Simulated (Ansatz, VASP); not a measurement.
**Two plane-wave programs on SrTlBr3**

Contents of INCAR:

```
ALGO = Normal
EDIFF = 1E-7
ENCUT = 520
GGA = PE
ISIF = 2
ISMEAR = -1
LASPH = T
LCHARG = F
LREAL = F
LWAVE = F
NBANDS = 30
NELM = 100
PREC = Accurate
SIGMA = 0.02
```

Contents of KPOINTS:

```
k-points
0
Gamma
  4 4 4
```

File POSCAR:

```
SrTlBr3
1.0
    5.9034019427      0.0000000000      0.0000000000
    0.0000000000      5.9034019427      0.0000000000
    0.0000000000      0.0000000000      5.9034019427
Tl Sr Br
1 1 3
Direct
    0.0000000000      0.0000000000      0.0000000000
    0.5000000000      0.5000000000      0.5000000000
    0.5000000000      0.5000000000      0.0000000000
    0.5000000000      0.0000000000      0.5000000000
    0.0000000000      0.5000000000      0.5000000000
```

Input for Ansatz:

```yaml
crystal:
  lattice:
    - [5.9034019427, 0.0, 0.0]
    - [0.0, 5.9034019427, 0.0]
    - [0.0, 0.0, 5.9034019427]
  atoms:
    - { symbol: Tl, position: [0.0, 0.0, 0.0] }
    - { symbol: Sr, position: [0.5, 0.5, 0.5] }
    - { symbol: Br, position: [0.5, 0.5, 0.0] }
    - { symbol: Br, position: [0.5, 0.0, 0.5] }
    - { symbol: Br, position: [0.0, 0.5, 0.5] }
kpoints:
  mp_grid: { grid: [4, 4, 4] }
  band_path:
    path: [[0.0, 0.0, 0.0], [0.0, 0.5, 0.0], [0.5, 0.5, 0.0], [0.5, 0.5, 0.5]]
    npoints: 1
hamiltonian:
  xc: pbe
scf:
  occupations: { method: fermi_dirac, width: 0.02 }
  n_extra_bands: 5
output:
  forces: true
  stress: true
  eigenvalues: true
```

The cell was built by a generator and needn't be a form met in nature.

Alike in both runs: task single point; functional PBE; k mesh 4 × 4 × 4; occupations fermi-dirac, width 0.02 eV; no spin polarisation.

|  | VASP | Ansatz |
| --- | --- | --- |
| version | VASP 6.6.1 | Ansatz 0.2.0 |
| potentials or method | VASP PAW PBE potentials, release 64 (Tl_d, Sr_sv, Br) | plane waves, PAW |
| plane-wave cutoff (eV) | 520 | 420 |
| valence electrons in the cell | 44 | 44 |

|  | VASP | Ansatz | Ansatz less VASP |
| --- | --- | --- | --- |
| gap on the k mesh at the Fermi level (eV) | 3.16 | 3.16 | 0.000 |
| pressure (GPa) | 0.6 | 0.6 | -0.06 |

Caveats: spin-orbit coupling is left out, which as a rule narrows the gap of such compounds by several tenths of an eV. A k mesh can miss the band edges. Expect the measured gap to be larger: semilocal functionals such as PBE lack the derivative discontinuity.
